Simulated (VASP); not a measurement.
**A VASP study of ZnO (zincite) (PBE): structure first, properties next**

How well does PBE reproduce what experiment finds for ZnO (zincite)? The cell is relaxed first, and properties follow on it. The steps: full relaxation (PBE), second relaxation, density, ELF and potential (PBE), bands along the symmetry lines (PBE), density of states (PBE), zone-centre phonons (PBE), independent-particle dielectric function (PBE), core levels (PBE), bands along the symmetry lines (HSE06) and bands along the symmetry lines (TB-mBJ). The start is a cell from a database of measured crystal structures.

Method: PBE; plane waves and PAW (Zn, O), in the first sound run; inputs show where later runs differ, in VASP 6.6.1.

**Measured values to reproduce.**

“Local structures of polar wurtzites Zn1-xMgxO studied by Raman and 67Zn/25Mg NMR spectroscopies and by total neutron scattering” (2008, arxiv:0808.0492) reports for ZnO, wurtzite, by time-of-flight neutron powder diffraction (polycrystalline, from oxalate precursor, 298 K): lattice constant a (a, Rietveld) 3.24945 ± 1e-05 Å; lattice constant c (c, Rietveld) 5.20574 ± 3e-05 Å.

For ZnO, wurtzite (bulk crystal), “Effect of Strain and Surface Proximity on the Acceptor Grouping in ZnO” (2023, pmc:10652265) quotes earlier work: band gap (experimental band gap quoted from earlier work) about 3.38 eV [literature gap quoted in the computational methods as the target for the +U parameters …].

For ZnO, wurtzite (single microrod grown by vapour-phase transport, unstrained, light polarised perpendicular to c, 300 K), “Two Photon–Pumped Whispering‐Gallery Mode Lasing and Dynamic Regulation” (2019, pmc:6864518) gives, by polarised confocal micro-Raman, 532 nm: Raman mode (E2(low)) 95 cm⁻¹ [single microrod on PET; all modes in this set lie about 4 cm-1 below usual ZnO values …]; Raman mode (A1(TO)) 374 cm⁻¹ [single microrod on PET; all modes in this set lie about 4 cm-1 below usual ZnO values …]; Raman mode (E2(high)) 434.6 cm⁻¹ [single microrod on PET; all modes in this set lie about 4 cm-1 below usual ZnO values …].

## 1. Starting point

Before any relaxation, the start is as follows. Symmetry: P6_3mc, No. 186, hexagonal system. The conventional cell has a = 3.249 Å, b = 3.249 Å, c = 5.206 Å, α = 90.00°, β = 90.00°, γ = 120.00°. Zn has 4 O at 1.97 to 1.98 Å nearest. Nearest to O lie 4 Zn at 1.97 to 1.98 Å. Farther neighbours and most contacts between anions are not listed.

## 2. Full relaxation (PBE)

The start need not lie at this functional's minimum. ISIF = 3 frees volume, shape and positions, and EDIFFG sets the threshold on forces and stress at which the search stops. PBE, the usual starting point, adds the gradient of the density.

INCAR

```
SYSTEM = ZnO
PREC = Accurate
ENCUT = 520
EDIFF = 1E-06
NELM = 100
ISMEAR = 0
SIGMA = 0.05
LREAL = .FALSE.
ALGO = Normal
GGA = PE
NBANDS = 24
LORBIT = 11
LWAVE = .FALSE.
LCHARG = .FALSE.
KPAR = 4
IBRION = 2
NSW = 60
ISIF = 3
EDIFFG = -0.01
```

POSCAR

```
ZnO
1.0
    3.2493080000      0.0000000000      0.0000000000
   -1.6246540000      2.8139832727      0.0000000000
    0.0000000000      0.0000000000      5.2057090000
Zn O
2 2
Direct
    0.3333333333      0.6666666667      0.5000000000
    0.6666666667      0.3333333333      0.0000000000
    0.6666666667      0.3333333333      0.3790100000
    0.3333333333      0.6666666667      0.8790100000
```

KPOINTS

```
Automatic mesh
0
Gamma
8 8 5
0 0 0
```

Potentials, in the order of the species: Zn and O (PBE family, release 64).

Command:

```sh
$ mpirun -np 4 vasp_std
```

The log of the run:

```text
[banner, memory and clock lines left out]
running    4 mpi-ranks, on    1 nodes
 distrk:  each k-point on    1 cores,    4 groups
 distr:  one band on    1 cores,    1 groups

 POSCAR found type information on POSCAR ZnO
 POSCAR found :  2 types and       4 ions
 LDA part: xc-table for (Slater+PW92), standard interpolation
 POSCAR, INCAR and KPOINTS ok, starting setup
 FFT: planning ... GRIDC
 FFT: planning ... GRID_SOFT
 FFT: planning ... GRID
 WAVECAR not read
 entering main loop
       N       E                     dE             d eps       ncg     rms          rms(c)
DAV:   1     0.280790338803E+03    0.28079E+03   -0.18695E+04  1464   0.219E+03
DAV:   2     0.658407105114E+01   -0.27421E+03   -0.26080E+03  1568   0.422E+02
DAV:   3    -0.206439255831E+02   -0.27228E+02   -0.27007E+02  1616   0.139E+02
DAV:   4    -0.210618370989E+02   -0.41791E+00   -0.41766E+00  1688   0.183E+01
DAV:   5    -0.210643542348E+02   -0.25171E-02   -0.25171E-02  1640   0.136E+00    0.147E+01
DAV:   6    -0.176703757715E+02    0.33940E+01   -0.90311E+00  2496   0.666E+01    0.905E+00
DAV:   7    -0.178517455154E+02   -0.18137E+00   -0.27202E+00  1480   0.182E+01    0.537E+00
DAV:   8    -0.178663707980E+02   -0.14625E-01   -0.60589E-01  2176   0.780E+00    0.166E+00
DAV:   9    -0.178145217654E+02    0.51849E-01   -0.12586E-01  2200   0.665E+00    0.311E-01
DAV:  10    -0.178175029728E+02   -0.29812E-02   -0.43961E-02  1472   0.146E+00    0.144E-01
DAV:  11    -0.178174992625E+02    0.37103E-05   -0.97114E-04  1984   0.339E-01    0.293E-02
DAV:  12    -0.178175538225E+02   -0.54560E-04   -0.77639E-05  1664   0.105E-01    0.304E-02
DAV:  13    -0.178175495650E+02    0.42575E-05   -0.20122E-05  1928   0.897E-02    0.111E-02
DAV:  14    -0.178175485278E+02    0.10372E-05   -0.89536E-06  1696   0.358E-02    0.390E-03
DAV:  15    -0.178175480574E+02    0.47045E-06   -0.10146E-06   968   0.109E-02
   1 F= -.17817548E+02 E0= -.17817548E+02  d E =-.178175E+02
 curvature:   0.00 expect dE= 0.000E+00 dE for cont linesearch  0.000E+00
 trial: gam= 0.00000 g(F)=  0.109E-02 g(S)=  0.119E+00 ort = 0.000E+00 (trialstep = 0.100E+01)
 search vector abs. value=  0.120E+00
 bond charge predicted
       N       E                     dE             d eps       ncg     rms          rms(c)
DAV:   1    -0.194064415006E+02   -0.15889E+01   -0.23471E+01  1688   0.939E+01    0.907E+00
DAV:   2    -0.180285191369E+02    0.13779E+01   -0.44392E+00  1872   0.369E+01    0.345E+00
DAV:   3    -0.178952694055E+02    0.13325E+00   -0.15864E-01  1904   0.116E+01    0.201E+00
DAV:   4    -0.178463993693E+02    0.48870E-01   -0.67857E-02  2088   0.352E+00    0.264E-01
DAV:   5    -0.178460096779E+02    0.38969E-03   -0.11085E-02  1552   0.909E-01    0.564E-02
DAV:   6    -0.178460271399E+02   -0.17462E-04   -0.17965E-04  2008   0.273E-01    0.341E-02
DAV:   7    -0.178460485187E+02   -0.21379E-04   -0.10640E-04  2192   0.211E-01    0.202E-02
DAV:   8    -0.178460455553E+02    0.29634E-05   -0.57785E-05  1528   0.153E-01    0.273E-03
DAV:   9    -0.178460457200E+02   -0.16473E-06   -0.14393E-06  1208   0.143E-02
   2 F= -.17846046E+02 E0= -.17846046E+02  d E =-.284977E-01
[...]
3 F= -.17855870E+02 E0= -.17855870E+02  d E =-.383223E-01
[...]
4 F= -.17855855E+02 E0= -.17855855E+02  d E =-.383067E-01
[...]
5 F= -.17855912E+02 E0= -.17855912E+02  d E =-.575841E-04
[...]
6 F= -.17855920E+02 E0= -.17855920E+02  d E =-.649258E-04
 curvature:  -0.66 expect dE=-0.475E-04 dE for cont linesearch -0.349E-10
 trial: gam= 0.40348 g(F)=  0.340E-04 g(S)=  0.375E-04 ort =-0.701E-07 (trialstep = 0.101E+01)
 search vector abs. value=  0.866E-04
 bond charge predicted
       N       E                     dE             d eps       ncg     rms          rms(c)
DAV:   1    -0.178564763735E+02   -0.55649E-03   -0.17508E-02  1856   0.175E+00    0.173E-01
DAV:   2    -0.178560386291E+02    0.43774E-03   -0.22500E-03  1888   0.832E-01    0.642E-02
DAV:   3    -0.178559901272E+02    0.48502E-04   -0.43351E-05  2048   0.158E-01    0.372E-02
DAV:   4    -0.178559700065E+02    0.20121E-04   -0.32338E-05  1960   0.633E-02    0.576E-03
DAV:   5    -0.178559698244E+02    0.18212E-06   -0.41245E-06  1504   0.194E-02
   7 F= -.17855970E+02 E0= -.17855970E+02  d E =-.501259E-04
 trial-energy change:   -0.000050  1 .order   -0.000055   -0.000072   -0.000038
 step:   2.1607(harm=  2.1607)  dis= 0.00146  next Energy=   -17.855997 (dE=-0.771E-04)
 reached required accuracy - stopping structural energy minimisation
```

Wall time 60 s (4 MPI ranks of AMD EPYC 7R43, shared host); peak memory 0.6 GiB.

Lines that name or quote the potential files are left out of all logs, and their timing lines are given in words.

OUTCAR, selected parts (step 2):

```text
ion  position               nearest neighbor table
   1  0.333  0.667  0.500-   4 1.97   3 1.98   3 1.98   3 1.98
   2  0.667  0.333  0.000-   3 1.97   4 1.98   4 1.98   4 1.98
   3  0.667  0.333  0.379-   2 1.97   1 1.98   1 1.98   1 1.98
   4  0.333  0.667  0.879-   1 1.97   2 1.98   2 1.98   2 1.98

  LATTYP: Found a hexagonal cell.
 ALAT       =     3.2493080000
 C/A-ratio  =     1.6020977390

 Subroutine GETGRP returns: Found 12 space group operations
 (whereof  6 operations were pure point group operations)

The static configuration has the point symmetry C_3v.
 The point group associated with its full space group is C_6v.

 Found     30 irreducible k-points:

   k-points           NKPTS =     30   k-points in BZ     NKDIM =     30   number of bands    NBANDS=     24

   dimension x,y,z NGX =    24 NGY =   24 NGZ =   40
   dimension x,y,z NGXF=    48 NGYF=   48 NGZF=   80

   ENCUT  =  520.0 eV  38.22 Ry    6.18 a.u.   6.04  6.04  9.68*2*pi/ulx,y,z

   NELECT =      36.0000    total number of electrons

 k-points in reciprocal lattice and weights: Automatic mesh
   0.00000000  0.00000000  0.00000000       0.003
   0.12500000  0.00000000  0.00000000       0.019
   0.25000000  0.00000000  0.00000000       0.019
   0.37500000  0.00000000  0.00000000       0.019
   0.50000000  0.00000000  0.00000000       0.009
   0.12500000  0.12500000  0.00000000       0.019
   0.25000000  0.12500000  0.00000000       0.038
   0.37500000  0.12500000  0.00000000       0.038
   0.25000000  0.25000000  0.00000000       0.019
[...]
0.25000000  0.25000000  0.40000000       0.038
   0.37500000  0.25000000  0.40000000       0.038

 average (electrostatic) potential at core
       1 -36.1250       2 -36.1250       3 -73.3798       4 -73.3798

 E-fermi :   1.1267

 k-point     1 :       0.0000    0.0000    0.0000
  band No.  band energies     occupation
    ...
     14       0.0917      2.00000
     15       0.0917      2.00000
     16       0.7584      2.00000
     17       0.8351      2.00000
     18       0.8351      2.00000
     19       1.5522      0.00000
     20       5.8934      0.00000
     21       8.8895      0.00000
     22      13.5133      0.00000
     23      13.5133      0.00000
    ...

 k-point     2 :       0.1250    0.0000    0.0000
  band No.  band energies     occupation
    ...
     14      -0.4473      2.00000
     15      -0.1024      2.00000
     16       0.0276      2.00000
     17       0.6606      2.00000
     18       0.7303      2.00000
     19       2.5635      0.00000
     20       6.4945      0.00000
     21       8.8936      0.00000
     22      12.1509      0.00000
     23      13.6478      0.00000
    ...

 k-point     3 :       0.2500    0.0000    0.0000
  band No.  band energies     occupation
    ...
     14      -1.5674      2.00000
     15      -0.8604      2.00000
     16      -0.5713      2.00000
     17       0.3593      2.00000
     18       0.4620      2.00000
     19       3.9937      0.00000
     20       7.6482      0.00000
     21       8.8726      0.00000
     22      10.3291      0.00000
     23      12.1828      0.00000
    ...

  Total        0.0116586      0.0116586      0.0131033      0.0000000      0.0000000      0.0000000
  in kB        0.3761842      0.3761842      0.4227980      0.0000000      0.0000000      0.0000000
  external PRESSURE =       0.3917221 kB  Pullay stress =       0.0000000 kB

  energy-cutoff  :      520.00
  volume of cell :       49.65
      direct lattice vectors                 reciprocal lattice vectors
     3.288506475 -0.000000000 -0.000000000     0.304089412  0.175566104 -0.000000000
    -1.644253238  2.847930148 -0.000000000    -0.000000000  0.351132208 -0.000000000
     0.000000000  0.000000000  5.301877625     0.000000000  0.000000000  0.188612426

 POSITION                                       TOTAL-FORCE (eV/Angst)
 -----------------------------------------------------------------------------------
     -0.00000      1.89862      2.64934        -0.000000      0.000000      0.008949
      1.64425      0.94931      5.30028         0.000000      0.000000      0.008949
      1.64425      0.94931      2.01107         0.000000     -0.000000     -0.008949
     -0.00000      1.89862      4.66201         0.000000     -0.000000     -0.008949
 -----------------------------------------------------------------------------------
    total drift:                               -0.000001     -0.000001     -0.000557

  FREE ENERGIE OF THE ION-ELECTRON SYSTEM (eV)
  ---------------------------------------------------
  free  energy   TOTEN  =       -17.8559698244 eV

  energy  without entropy=      -17.8559698244  energy(sigma->0) =      -17.85596982

 reached required accuracy - stopping structural energy minimisation

 total charge
# of ion       s       p       d       tot
------------------------------------------
    1        0.446   0.452   9.890  10.788
    2        0.446   0.452   9.890  10.788
    3        1.552   3.436   0.000   4.987
    4        1.552   3.436   0.000   4.987
--------------------------------------------------
tot          3.996   7.775  19.780  31.551

[... 3 further parts left out ...]
```

CONTCAR:

```
ZnO
   1.00000000000000
     3.2885064751773867   -0.0000000000000000   -0.0000000000000000
    -1.6442532375886934    2.8479301479925061   -0.0000000000000000
     0.0000000000000000    0.0000000000000000    5.3018776254963367
  Zn              O
     2     2
Direct
     0.3333333332999970    0.6666666667000030    0.4996979180764674
     0.6666666667000030    0.3333333332999970    0.9996979180764676
     0.6666666667000030    0.3333333332999970    0.3793120819235336
     0.3333333332999970    0.6666666667000030    0.8793120819235334
```

The gap is read on the k-mesh alone, so it is an upper bound where the band edges lie off the mesh. The run keeps the 12 symmetry operations of its start, so it cannot find a distortion of lower symmetry.

Relaxation path:

```
step  energy less that of the first step (eV)  largest force (eV/Å)  pressure (GPa)  volume (Å³)
   1                                   0.0000                0.0750            6.04        47.60
   2                                  -0.0285                0.0292           -2.78        50.76
   3                                  -0.0383                0.0021           -0.03        49.65
   4                                  -0.0383                0.0008            0.06        49.61
   5                                  -0.0384                0.0099            0.19        49.60
   6                                  -0.0384                0.0133            0.10        49.60
   7                                  -0.0384                0.0089            0.04        49.65
```

```
conventional cell, symmetrised  before  after  change
                         a (Å)   3.249  3.289  +1.2 %
                         b (Å)   3.249  3.289  +1.2 %
                         c (Å)   5.206  5.302  +1.8 %
              volume (Å³/atom)   11.90  12.41  +4.3 %
```

Final coordinates:

```cif
data_structure
_symmetry_space_group_name_H-M 'P 1'
_symmetry_Int_Tables_number 1
_cell_length_a 3.2885
_cell_length_b 3.2885
_cell_length_c 5.3019
_cell_angle_alpha 90.000
_cell_angle_beta 90.000
_cell_angle_gamma 120.000
_cell_volume 49.65
loop_
_atom_site_label
_atom_site_type_symbol
_atom_site_fract_x
_atom_site_fract_y
_atom_site_fract_z
_atom_site_occupancy
Zn1 Zn 0.33333 0.66667 0.49970 1
Zn2 Zn 0.66667 0.33333 0.99970 1
O3 O 0.66667 0.33333 0.37931 1
O4 O 0.33333 0.66667 0.87931 1
```

This step gave:

* electrons: 36
* bands: 24
* irreducible k-points: 30
* symmetry operations: 12
* free energy (TOTEN): -17.86 eV
* Fermi energy: 1.127 eV
* pressure: 0.03917 GPa
* metallic: no
* valence top at k: 0, 0, 0
* conduction bottom at k: 0, 0, 0
* least direct gap at k: 0, 0, 0
* SCF cycles over all ionic steps: 51
* gap on the k-mesh: 0.7171 eV
* least direct gap on the k-mesh: 0.7171 eV

It ends with a largest force of 0.009 eV/Å and a pressure of 0.04 GPa. The volume lies +4.3 % from that of the database's start.

(Continued in part 2 of 7.)

[Lines on the potential files, build, host, timing and source positions are cut from VASP's logs without a mark.]

[Logs are printed without paths, hosts, clocks, repeated set-up lines and the standing remarks that a program may print on its own settings, such as how far it seeks lower states.]

[Hosts, paths, dates, database ids (printed as entryN), source tags and the programs' standing remarks are cut or masked in the printed files.]

[A measured line is paired with the nearest computed mode of its activity, which favours agreement.]
